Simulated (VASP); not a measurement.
Computed with PBE GGA with D3 dispersion (Becke-Johnson damping), VASP's PBE PAW potentials (set 64) (plane waves; VASP).

VASP ran on this input.

File POSCAR:
```
GaN
3.1980930
  0.5000000826  -0.8660255349   0.0000000000
  0.5000000826   0.8660255349   0.0000000000
  0.0000000000   0.0000000000   1.6275601198
Ga N
2 2
Cart
  0.5000000826  -0.2886757557   0.8138345781
  0.5000000826   0.2886757557   0.0000545182
  0.5000000826  -0.2886757557   1.4273157068
  0.5000000826   0.2886757557   0.6135356469
```

### INCAR
```
! general
SYSTEM   =  GaN
PREC     =  Accurate
ENCUT    =  520
LREAL    =  .FALSE.
LASPH    =  .TRUE.
ICHARG   =  11

! electronic loop
EDIFF    =  1E-7
NELM     =  100
ALGO     =  Normal
LMAXMIX  =  4

! smearing
ISMEAR   =  0
SIGMA    =  0.05

! functional
GGA      =  PE
IVDW     =  12

! output
LWAVE    =  .FALSE.
LCHARG   =  .FALSE.
LORBIT   =  11
```

**KPOINTS**
```
k-points along high-symmetry lines
10
Line-mode
Reciprocal
  0.000000   0.000000   0.000000 ! GAMMA
  0.000000   0.500000   0.000000 ! M

  0.000000   0.500000   0.000000 ! M
 -0.333333   0.666667   0.000000 ! K

 -0.333333   0.666667   0.000000 ! K
  0.000000   0.000000   0.000000 ! GAMMA

  0.000000   0.000000   0.000000 ! GAMMA
  0.000000   0.000000   0.500000 ! A

  0.000000   0.000000   0.500000 ! A
  0.000000   0.500000   0.500000 ! L

  0.000000   0.500000   0.500000 ! L
 -0.333333   0.666667   0.500000 ! H

 -0.333333   0.666667   0.500000 ! H
  0.000000   0.000000   0.500000 ! A

  0.000000   0.500000   0.500000 ! L
  0.000000   0.500000   0.000000 ! M

 -0.333333   0.666667   0.500000 ! H
 -0.333333   0.666667   0.000000 ! K
```

POTCAR, in this order: Ga_d N (PBE.64 set). Program: vasp_std. Read from the step before: CHGCAR.

What VASP printed:

### OSZICAR
```
       N       E                     dE             d eps       ncg     rms          rms(c)
DAV:   1     0.274089164792E+03    0.27409E+03   -0.18505E+04  4060   0.309E+03
DAV:   2     0.108654780917E+02   -0.26322E+03   -0.25574E+03  4358   0.548E+02
DAV:   3    -0.219811711713E+02   -0.32847E+02   -0.32286E+02  4566   0.151E+02
DAV:   4    -0.232784586176E+02   -0.12973E+01   -0.12937E+01  5294   0.313E+01
DAV:   5    -0.233010155391E+02   -0.22557E-01   -0.22546E-01  4558   0.373E+00
DAV:   6    -0.233019587303E+02   -0.94319E-03   -0.94310E-03  5990   0.721E-01
DAV:   7    -0.233019705358E+02   -0.11806E-04   -0.11805E-04  4704   0.650E-02
DAV:   8    -0.233019709293E+02   -0.39347E-06   -0.39347E-06  5886   0.108E-02
DAV:   9    -0.233019709372E+02   -0.79172E-08   -0.78984E-08  3356   0.130E-03
   1 F= -.24308926E+02 E0= -.24308926E+02  d E =-.703680E-18
```

**OUTCAR**
```
 val. band max:        5.2190372409   @ k =   0.0000   0.0000   0.0000

 cond. band min:       7.0723515119   @ k =   0.0000   0.0000   0.0000



 k-point     1 :       0.0000    0.0000    0.0000
  band No.  band energies     occupation
      1     -10.6811      2.00000
      2      -9.7909      2.00000
      3      -8.2108      2.00000
      4      -8.1963      2.00000
      5      -8.1963      2.00000
      6      -8.1367      2.00000
      7      -8.1367      2.00000
      8      -7.9507      2.00000
      9      -7.9507      2.00000
     10      -7.8551      2.00000
     11      -7.8551      2.00000
     12      -6.6189      2.00000
     13      -1.7637      2.00000
     14       4.1965      2.00000
     15       4.1965      2.00000
     16       5.1872      2.00000
     17       5.2190      2.00000
     18       5.2190      2.00000
     19       7.0724      0.00000
     20       9.4051      0.00000
     21      14.3681      0.00000
     22      15.0559      0.00000

 k-point     2 :       0.0000    0.0556    0.0000
  band No.  band energies     occupation
      1     -10.6508      2.00000
      2      -9.7830      2.00000
      3      -8.2089      2.00000
      4      -8.1918      2.00000
      5      -8.1854      2.00000
      6      -8.1336      2.00000
      7      -8.1308      2.00000
      8      -7.9532      2.00000
      9      -7.9511      2.00000
     10      -7.8604      2.00000
     11      -7.8543      2.00000
     12      -6.5976      2.00000
     13      -1.7199      2.00000
     14       3.9571      2.00000
     15       4.1308      2.00000
     16       4.8954      2.00000
     17       5.1588      2.00000
     18       5.1918      2.00000
     19       7.3724      0.00000
     20       9.6127      0.00000
     21      14.3006      0.00000
     22      14.7993      0.00000

 k-point     3 :       0.0000    0.1111    0.0000
  band No.  band energies     occupation
      1     -10.5638      2.00000
      2      -9.7615      2.00000
...
```

The density is held fixed in this step, so its total energy and stress have no physical meaning.

The compound is GaN in the wurtzite structure. It was relaxed first.
